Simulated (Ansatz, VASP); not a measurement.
# TiTe2: VASP beside Ansatz, part 2 of 2

Wanted: the spread between two codes on one cell, functional and k mesh. The cell is taken from a series of runs on this material, whose earlier steps may have relaxed, scaled, displaced or heated it; both programs get it as it stands.

VASP 6.6.1 and Ansatz 0.2.0.

So far: Starting point; Ansatz: zone-centre phonons, LDA.

## (3) VASP: zone-centre phonons, LDA

Level of this step: LDA, no spin polarisation; plane waves and PAW (Ti_sv, Te) (VASP).

The same cell, functional (in two slightly different forms), mesh and smearing now go to VASP, with its own data sets.

Lines of VASP's logs that name or quote its potential files are left out, and so is its time.

File INCAR:

```
SYSTEM = TiTe2
PREC = Accurate
ENCUT = 500
EDIFF = 1E-08
NELM = 120
ISMEAR = 1
SIGMA = 0.2
LREAL = .FALSE.
ALGO = Normal
GGA = PW92
NBANDS = 18
LASPH = .TRUE.
LORBIT = 11
LWAVE = .FALSE.
LCHARG = .FALSE.
ISIF = 2
IBRION = 8
GGA_COMPAT = .FALSE.
KPAR = 2
```

File POSCAR:

```
TiTe2
1.0
    3.6657359785      0.0000000000      0.0000000000
   -1.8328679893      3.1746204809      0.0000000000
    0.0000000000      0.0000000000      6.3403592971
Ti Te
1 2
Direct
    0.0000000000      0.0000000000      0.0000000000
    0.6666666667      0.3333333333      0.2691227023
    0.3333333333      0.6666666667      0.7308772977
```

File KPOINTS:

```
Automatic mesh
0
Gamma
15 15 8
0 0 0
```

The projector-augmented-wave data sets are Ti_sv and Te (LDA family, release 64).

Run with:

```bash
$ mpirun -np 2 vasp_std
```

Numbers of over 12 decimals in the logs are rounded to 6 here.

The program printed:

```text
[banner, memory and clock lines left out]
running    2 mpi-ranks, on    1 nodes
 distrk:  each k-point on    1 cores,    2 groups
 distr:  one band on    1 cores,    1 groups

 POSCAR found type information on POSCAR TiTe
 POSCAR found :  2 types and       3 ions
|                                                                             |
|               ----> ADVICE to this user running VASP <----                  |
|                                                                             |
|     You enforced a specific xc type in the INCAR file but a different       |
|     [... a line on the potential file left out ...]
|     I HOPE YOU KNOW WHAT YOU ARE DOING!                                     |
|                                                                             |

 LDA part: xc-table for (Slater(with rela. corr.)+PW92), standard interpolation
 POSCAR, INCAR and KPOINTS ok, starting setup
 FFT: planning ... GRIDC
 FFT: planning ... GRID_SOFT
 FFT: planning ... GRID
 WAVECAR not read
 entering main loop
       N       E                     dE             d eps       ncg     rms          rms(c)
DAV:   1     0.174753023485E+03    0.17475E+03   -0.10656E+04  6912   0.122E+03
DAV:   2    -0.419130882432E+01   -0.17894E+03   -0.17526E+03  7456   0.308E+02
DAV:   3    -0.196802299705E+02   -0.15489E+02   -0.15116E+02 10576   0.841E+01
DAV:   4    -0.202204554996E+02   -0.54023E+00   -0.53791E+00  8776   0.148E+01
DAV:   5    -0.202407769926E+02   -0.20321E-01   -0.20314E-01 10412   0.277E+00    0.125E+01
DAV:   6    -0.202152311643E+02    0.25546E-01   -0.32616E+01  8202   0.378E+01    0.123E+01
DAV:   7    -0.185251133830E+02    0.16901E+01   -0.22923E+01  8866   0.301E+01    0.506E+00
DAV:   8    -0.183280847711E+02    0.19703E+00   -0.12369E+00  7982   0.804E+00    0.160E+00
DAV:   9    -0.183336880679E+02   -0.56033E-02   -0.11266E-01  9268   0.209E+00    0.119E+00
DAV:  10    -0.183270884022E+02    0.65997E-02   -0.11039E-01  8408   0.254E+00    0.625E-01
DAV:  11    -0.183259144361E+02    0.11740E-02   -0.20734E-02  8318   0.105E+00    0.322E-01
DAV:  12    -0.183255907838E+02    0.32365E-03   -0.36861E-03  8376   0.423E-01    0.157E-01
DAV:  13    -0.183255515977E+02    0.39186E-04   -0.18448E-04  8424   0.109E-01    0.295E-02
DAV:  14    -0.183255519917E+02   -0.39400E-06   -0.74548E-06  8192   0.211E-02    0.214E-02
DAV:  15    -0.183255503814E+02    0.16103E-05   -0.50118E-06  8438   0.176E-02    0.842E-03
DAV:  16    -0.183255501749E+02    0.20657E-06   -0.10343E-06  9702   0.597E-03    0.239E-03
DAV:  17    -0.183255501650E+02    0.98948E-08   -0.27431E-08  6790   0.114E-03
   1 F= -.18325550E+02 E0= -.18325977E+02  d E =0.128041E-02
 Linear response reoptimize wavefunctions to high precision
DAV:   1    -0.183255501570E+02    0.79572E-08   -0.50645E-08  9060   0.143E-03
DAV:   2    -0.183255501572E+02   -0.13961E-09   -0.11370E-09  4362   0.266E-04
DAV:   3    -0.183255501571E+02    0.27740E-10   -0.10879E-10  4140   0.839E-05
 Linear response DOF=           4
 Linear response progress:
  Degree of freedom:   1/  4
       N       E                     dE             d eps       ncg     rms          rms(c)
RMM:   1    -0.724355350964E+00   -0.72436E+00    0.13618E+01 17613   0.129E+02
RMM:   2    -0.680686847106E+00    0.43669E-01   -0.44573E-01 30228   0.525E+00    0.189E-01
RMM:   3    -0.677648576858E+00    0.30383E-02   -0.24025E-02 34500   0.114E+00    0.913E-02
RMM:   4    -0.678031445102E+00   -0.38287E-03   -0.15273E-02 41490   0.496E-01    0.369E-02
RMM:   5    -0.679333842214E+00   -0.13024E-02   -0.82081E-04 41149   0.160E-01    0.156E-02
RMM:   6    -0.679798316314E+00   -0.46447E-03   -0.22220E-04 42553   0.696E-02    0.950E-03
RMM:   7    -0.679814357844E+00   -0.16042E-04   -0.35464E-05 41664   0.326E-02    0.274E-03
RMM:   8    -0.679765867942E+00    0.48490E-04   -0.17440E-05 45922   0.164E-02    0.112E-03
RMM:   9    -0.679777446825E+00   -0.11579E-04   -0.76065E-06 46044   0.815E-03    0.347E-04
RMM:  10    -0.679782075220E+00   -0.46284E-05   -0.56449E-06 46416   0.465E-03    0.223E-04
RMM:  11    -0.679790694648E+00   -0.86194E-05   -0.42697E-06 44331   0.306E-03    0.694E-05
RMM:  12    -0.679790715302E+00   -0.20654E-07   -0.33644E-06 47320   0.208E-03    0.455E-05
RMM:  13    -0.679789587677E+00    0.11276E-05   -0.25698E-06 46544   0.157E-03    0.296E-05
RMM:  14    -0.679789375427E+00    0.21225E-06   -0.23434E-06 46683   0.126E-03    0.578E-05
[...]
RMM:  29    -0.679790994565E+00    0.22770E-07   -0.30889E-07 42074   0.302E-04    0.933E-06
RMM:  30    -0.679791015480E+00   -0.20915E-07   -0.46452E-07 38153   0.285E-04    0.112E-05
RMM:  31    -0.679790992476E+00    0.23004E-07   -0.20963E-07 38037   0.271E-04    0.140E-05
RMM:  32    -0.679791012489E+00   -0.20012E-07   -0.36905E-07 33891   0.257E-04    0.158E-05
RMM:  33    -0.679791002347E+00    0.10141E-07   -0.20120E-07 30802   0.245E-04    0.172E-05
RMM:  34    -0.679791030184E+00   -0.27837E-07   -0.40070E-07 31693   0.235E-04    0.182E-05
RMM:  35    -0.679791014935E+00    0.15248E-07   -0.20306E-07 30471   0.226E-04    0.194E-05
RMM:  36    -0.679791030667E+00   -0.15732E-07   -0.31719E-07 31989   0.217E-04    0.202E-05
 first order change of Fermi-energy  -0.92379E-03
 force on displaced ion       1 direction 1 :  -5.745   0.000   0.000
 Linear response progress:
  Degree of freedom:   2/  4
       N       E                     dE             d eps       ncg     rms          rms(c)
RMM:   1    -0.722471653686E+00   -0.72247E+00    0.21621E+01  6921   0.133E+02
RMM:   2    -0.675928311784E+00    0.46543E-01   -0.42943E-01 11515   0.495E+00    0.210E-01
RMM:   3    -0.674019747482E+00    0.19086E-02   -0.28777E-02 13458   0.112E+00    0.103E-01
RMM:   4    -0.674554563110E+00   -0.53482E-03   -0.17201E-02 15691   0.478E-01    0.521E-02
RMM:   5    -0.675630513524E+00   -0.10760E-02   -0.76013E-04 15660   0.151E-01    0.234E-02
RMM:   6    -0.676059678384E+00   -0.42916E-03   -0.20949E-04 15581   0.707E-02    0.118E-02
RMM:   7    -0.676096141790E+00   -0.36463E-04   -0.55109E-05 15479   0.350E-02    0.328E-03
RMM:   8    -0.676034632179E+00    0.61510E-04   -0.30595E-05 17396   0.178E-02    0.163E-03
RMM:   9    -0.676048503602E+00   -0.13871E-04   -0.15273E-05 17613   0.865E-03    0.664E-04
RMM:  10    -0.676044160180E+00    0.43434E-05   -0.18537E-05 17747   0.527E-03    0.305E-04
RMM:  11    -0.676049866737E+00   -0.57066E-05   -0.70247E-06 16875   0.376E-03    0.162E-04
RMM:  12    -0.676053158599E+00   -0.32919E-05   -0.16820E-05 17108   0.289E-03    0.123E-04
RMM:  13    -0.676050431932E+00    0.27267E-05   -0.52088E-06 17077   0.235E-03    0.912E-05
RMM:  14    -0.676050606828E+00   -0.17490E-06   -0.71713E-06 18074   0.198E-03    0.124E-04
[...]
RMM:  24    -0.676051419754E+00   -0.45565E-06   -0.33485E-07 19353   0.930E-04    0.477E-05
RMM:  25    -0.676051482595E+00   -0.62841E-07   -0.28979E-07 16766   0.716E-04    0.269E-05
RMM:  26    -0.676051147817E+00    0.33478E-06   -0.26566E-07 17612   0.710E-04    0.123E-04
RMM:  27    -0.676050974226E+00    0.17359E-06   -0.16098E-07 15609   0.611E-04    0.152E-04
RMM:  28    -0.676051031378E+00   -0.57152E-07   -0.65091E-08 15139   0.586E-04    0.123E-04
RMM:  29    -0.676051093262E+00   -0.61884E-07   -0.63485E-08 15426   0.543E-04    0.102E-04
RMM:  30    -0.676051114317E+00   -0.21055E-07   -0.55999E-08 15891   0.505E-04    0.875E-05
RMM:  31    -0.676051120202E+00   -0.58851E-08   -0.20700E-08 17721   0.466E-04    0.908E-05
 first order change of Fermi-energy   0.16044E-02
 force on displaced ion       1 direction 3 :  -0.000   0.000 -11.934
 Linear response progress:
  Degree of freedom:   3/  4
       N       E                     dE             d eps       ncg     rms          rms(c)
RMM:   1    -0.439166205836E-01   -0.43917E-01    0.21365E-03 78224   0.115E+00
RMM:   2    -0.417946414442E-01    0.21220E-02   -0.33992E-03 64971   0.347E-01    0.829E-02
RMM:   3    -0.419194245556E-01   -0.12478E-03   -0.92182E-04 76189   0.147E-01    0.426E-02
RMM:   4    -0.419815469255E-01   -0.62122E-04   -0.18429E-04 81170   0.565E-02    0.329E-02
RMM:   5    -0.420736231501E-01   -0.92076E-04   -0.38075E-05 71278   0.312E-02    0.315E-03
RMM:   6    -0.420653135343E-01    0.83096E-05   -0.10273E-05 82301   0.133E-02    0.182E-03
RMM:   7    -0.420650263422E-01    0.28719E-06   -0.32126E-06 81704   0.585E-03    0.101E-03
RMM:   8    -0.420651130170E-01   -0.86675E-07   -0.12718E-06 80620   0.287E-03    0.485E-04
RMM:   9    -0.420652178523E-01   -0.10484E-06   -0.58360E-07 85001   0.141E-03    0.205E-04
RMM:  10    -0.420651028398E-01    0.11501E-06   -0.22017E-07 86660   0.719E-04    0.649E-05
RMM:  11    -0.420651548057E-01   -0.51966E-07   -0.19139E-07 85428   0.389E-04    0.276E-05
RMM:  12    -0.420651385595E-01    0.16246E-07   -0.42177E-08 86895   0.232E-04    0.102E-05
RMM:  13    -0.420651542016E-01   -0.15642E-07   -0.10092E-07 85569   0.153E-04    0.269E-06
RMM:  14    -0.420651494910E-01    0.47106E-08   -0.44745E-08 87612   0.111E-04    0.146E-06
 first order change of Fermi-energy   0.54326E-04
 force on displaced ion       2 direction 1 :  -3.959   0.001   0.000
 Linear response progress:
  Degree of freedom:   4/  4
       N       E                     dE             d eps       ncg     rms          rms(c)
RMM:   1    -0.679794748029E-01   -0.67979E-01    0.29820E-02 16585   0.135E+00
RMM:   2    -0.651865603939E-01    0.27929E-02   -0.41073E-03 14386   0.376E-01    0.162E-01
RMM:   3    -0.653736056731E-01   -0.18705E-03   -0.13491E-03 13796   0.251E-01    0.124E-01
RMM:   4    -0.652719957274E-01    0.10161E-03   -0.47792E-04 13647   0.165E-01    0.647E-02
RMM:   5    -0.652946914962E-01   -0.22696E-04   -0.14434E-04 16255   0.634E-02    0.467E-02
RMM:   6    -0.653376329305E-01   -0.42941E-04   -0.32760E-05 16014   0.341E-02    0.465E-03
RMM:   7    -0.653388920308E-01   -0.12591E-05   -0.94512E-06 17592   0.152E-02    0.420E-03
RMM:   8    -0.653374345558E-01    0.14575E-05   -0.20731E-06 17414   0.646E-03    0.261E-03
RMM:   9    -0.653359872692E-01    0.14473E-05   -0.15046E-06 15513   0.377E-03    0.102E-03
RMM:  10    -0.653367204859E-01   -0.73322E-06   -0.13175E-06 17136   0.193E-03    0.405E-04
RMM:  11    -0.653366815897E-01    0.38896E-07    0.13245E-07 17189   0.934E-04    0.201E-04
RMM:  12    -0.653368088816E-01   -0.12729E-06   -0.47044E-07 17394   0.537E-04    0.693E-05
RMM:  13    -0.653367082437E-01    0.10064E-06   -0.15179E-07 16984   0.297E-04    0.461E-05
RMM:  14    -0.653367107181E-01   -0.24744E-08   -0.13791E-07 18091   0.174E-04    0.330E-05
RMM:  15    -0.653367110951E-01   -0.37696E-09   -0.38527E-08 17408   0.121E-04    0.993E-06
 first order change of Fermi-energy   0.32275E+00
 force on displaced ion       2 direction 3 :  -0.000   0.000  -8.244
 Linear response finished
```

From OUTCAR (step 3):

```text
ion  position               nearest neighbor table
   1  0.000  0.000  0.000-   2 2.72   3 2.72   3 2.72   2 2.72   2 2.72   3 2.72
   2  0.667  0.333  0.269-   1 2.72   1 2.72   1 2.72   3 3.61   3 3.61   3 3.61
   3  0.333  0.667  0.731-   1 2.72   1 2.72   1 2.72   2 3.61   2 3.61   2 3.61

  LATTYP: Found a hexagonal cell.
 ALAT       =     3.6657359785
 C/A-ratio  =     1.7296279204

 Subroutine GETGRP returns: Found 12 space group operations
 (whereof 12 operations were pure point group operations)

The static configuration has the point symmetry D_3d.

 Found    192 irreducible k-points:

   k-points           NKPTS =    192   k-points in BZ     NKDIM =    192   number of bands    NBANDS=     18

   dimension x,y,z NGX =    28 NGY =   28 NGZ =   48
   dimension x,y,z NGXF=    56 NGYF=   56 NGZF=   96

   ENCUT  =  500.0 eV  36.75 Ry    6.06 a.u.   6.68  6.68 11.56*2*pi/ulx,y,z

   NELECT =      24.0000    total number of electrons

 k-points in reciprocal lattice and weights: Automatic mesh
   0.00000000  0.00000000  0.00000000       0.001
   0.06666667  0.00000000  0.00000000       0.003
   0.13333333 -0.00000000  0.00000000       0.003
   0.20000000  0.00000000  0.00000000       0.003
   0.26666667 -0.00000000  0.00000000       0.003
   0.33333333  0.00000000  0.00000000       0.003
   0.40000000 -0.00000000  0.00000000       0.003
   0.46666667  0.00000000  0.00000000       0.003
   0.06666667  0.06666667  0.00000000       0.003
[...]
0.33333333  0.26666667  0.50000000       0.007
   0.33333333  0.33333333  0.50000000       0.001

 average (electrostatic) potential at core
       1 -73.5103       2 -87.2569       3 -87.2569

  Total        0.0297225      0.0297225      0.0302922     -0.0000000      0.0000000      0.0000000
  in kB        0.6453999      0.6453999      0.6577700     -0.0000000      0.0000000      0.0000000
  external PRESSURE =       0.6495233 kB  Pullay stress =       0.0000000 kB

  energy-cutoff  :      500.00
  volume of cell :       73.78
      direct lattice vectors                 reciprocal lattice vectors
     3.665735978  0.000000000  0.000000000     0.272796515  0.157499141  0.000000000
    -1.832867989  3.174620481  0.000000000     0.000000000  0.314998283  0.000000000
     0.000000000  0.000000000  6.340359297     0.000000000  0.000000000  0.157719768

 POSITION                                       TOTAL-FORCE (eV/Angst)
 -----------------------------------------------------------------------------------
      0.00000      0.00000      0.00000         0.000000      0.000000      0.000000
      1.83287      1.05821      1.70633        -0.000000     -0.000000      0.025963
     -0.00000      2.11641      4.63402         0.000000      0.000000     -0.025963
 -----------------------------------------------------------------------------------
    total drift:                               -0.000000      0.000000      0.000000

 Eigenvectors and eigenvalues of the dynamical matrix
 ----------------------------------------------------

   1 f  =    8.504013 THz    53.432290 2PiTHz  283.663345 cm-1    35.169757 meV
             X         Y         Z           dx          dy          dz
      0.000000  0.000000  0.000000    -0.000000    0.000000    0.917791
      1.832868  1.058207  1.706335    -0.000000   -0.000000   -0.280766
     -0.000000  2.116414  4.634025     0.000000   -0.000000   -0.280766

   2 f  =    5.898808 THz    37.063305 2PiTHz  196.763060 cm-1    24.395499 meV
             X         Y         Z           dx          dy          dz
      0.000000  0.000000  0.000000    -0.843743    0.361669   -0.000000
      1.832868  1.058207  1.706335     0.257758   -0.110487   -0.000000
     -0.000000  2.116414  4.634025     0.257758   -0.110487    0.000000

   3 f  =    5.898808 THz    37.063305 2PiTHz  196.763060 cm-1    24.395499 meV
             X         Y         Z           dx          dy          dz
      0.000000  0.000000  0.000000     0.361669    0.843743   -0.000000
      1.832868  1.058207  1.706335    -0.110487   -0.257758    0.000000
     -0.000000  2.116414  4.634025    -0.110487   -0.257758    0.000000

   4 f  =    4.491910 THz    28.223504 2PiTHz  149.833996 cm-1    18.577040 meV
             X         Y         Z           dx          dy          dz
      0.000000  0.000000  0.000000     0.000000   -0.000000    0.000000
      1.832868  1.058207  1.706335    -0.000000    0.000000   -0.707107
     -0.000000  2.116414  4.634025     0.000000   -0.000000    0.707107

   5 f  =    3.113316 THz    19.561544 2PiTHz  103.849058 cm-1    12.875636 meV
             X         Y         Z           dx          dy          dz
      0.000000  0.000000  0.000000    -0.000000   -0.000000    0.000000
      1.832868  1.058207  1.706335     0.649914   -0.278588    0.000000
     -0.000000  2.116414  4.634025    -0.649914    0.278588    0.000000

   6 f  =    3.113316 THz    19.561544 2PiTHz  103.849058 cm-1    12.875636 meV
             X         Y         Z           dx          dy          dz
      0.000000  0.000000  0.000000     0.000000   -0.000000   -0.000000
      1.832868  1.058207  1.706335    -0.278588   -0.649914   -0.000000
     -0.000000  2.116414  4.634025     0.278588    0.649914   -0.000000

   7 f/i=    0.003722 THz     0.023388 2PiTHz    0.124165 cm-1     0.015394 meV
             X         Y         Z           dx          dy          dz
      0.000000  0.000000  0.000000    -0.000000   -0.000000    0.397063
      1.832868  1.058207  1.706335    -0.000000   -0.000000    0.648977
     -0.000000  2.116414  4.634025    -0.000000   -0.000000    0.648977

   8 f/i=    0.005546 THz     0.034846 2PiTHz    0.184990 cm-1     0.022936 meV
             X         Y         Z           dx          dy          dz
      0.000000  0.000000  0.000000    -0.310823    0.246337    0.000000
      1.832868  1.058207  1.706335    -0.508723    0.403180    0.000000
     -0.000000  2.116414  4.634025    -0.508723    0.403180    0.000000

   9 f/i=    0.005546 THz     0.034846 2PiTHz    0.184990 cm-1     0.022936 meV
             X         Y         Z           dx          dy          dz
      0.000000  0.000000  0.000000    -0.246337   -0.310823   -0.000000
      1.832868  1.058207  1.706335    -0.403180   -0.508723   -0.000000
     -0.000000  2.116414  4.634025    -0.403180   -0.508723   -0.000000

 ELASTIC MODULI CONTR FROM IONIC RELAXATION (kBar)
 Direction    XX          YY          ZZ          XY          YZ          ZX
 --------------------------------------------------------------------------------
 XX        -228.6512   -146.6975   -352.1318      0.0000   -137.6211      0.0000
 YY        -146.6975   -228.6512   -352.1318      0.0000    137.6211     -0.0000
 ZZ        -352.1318   -352.1318   -660.7022      0.0000      0.0000     -0.0000
 XY           0.0000      0.0000      0.0000    -40.9768     -0.0000   -113.9757
 YZ        -137.6211    137.6211      0.0000     -0.0000   -462.2018      0.0000
 ZX           0.0000     -0.0000     -0.0000   -113.9757      0.0000   -317.0193
 --------------------------------------------------------------------------------
```

## (4) Side by side

Known differences besides the potentials themselves: the data sets hold 44 valence electrons in Ansatz (on its PAW soft_1 files) and 24 in VASP; the cutoff is 420 eV in Ansatz and 500 eV in VASP; VASP's log shows a relativistic correction to its local exchange, Ansatz's none. Total energies have different zeros and are not compared.

Compared:

| quantity | Ansatz | VASP | difference |
| --- | --- | --- | --- |
| optical mode 1 to 2 (cm⁻¹) | 103.8 | 103.8 | -0.10 % |
| optical mode 3 (cm⁻¹) | 149.8 | 149.8 | +0.01 % |
| optical mode 4 to 5 (cm⁻¹) | 195.3 | 196.8 | -0.73 % |
| optical mode 6 (cm⁻¹) | 283.0 | 283.7 | -0.25 % |

Modes are paired by rising frequency, not by their patterns, so a pair may set unlike modes beside each other; they are those without the splitting of longitudinal modes.

## (5) Outcome

```json
{"r.m.s. difference of the optical zone-centre modes, each program's sorted by frequency (zone-centre phonons, LDA)": "0.88 cm⁻¹", "difference in optical mode 4 to 5 (zone-centre phonons, LDA)": "-0.7 %"}
```

The r.m.s. difference of the optical zone-centre modes, each program's sorted by frequency is 0.88 cm⁻¹ (zone-centre phonons, LDA). The data sets hold unlike numbers of valence electrons (44 in Ansatz and 24 in VASP), so part of the differences comes from the potentials. Among the rows given in per cent, the largest difference of the zone-centre phonons, LDA pair is in optical mode 4 to 5, -0.7 %. Such differences can come from data sets, numerical settings and the points named under the comparisons, not from the functional's error against experiment.

[Lines on the potential files, build, host, timing and source positions are cut from VASP's logs without a mark.]

[Logs are printed without paths, hosts, clocks, repeated set-up lines and the standing remarks that a program may print on its own settings, such as how far it seeks lower states.]

[Hosts, paths, dates, database ids (printed as entryN), source tags and the programs' standing remarks are cut or masked in the printed files.]
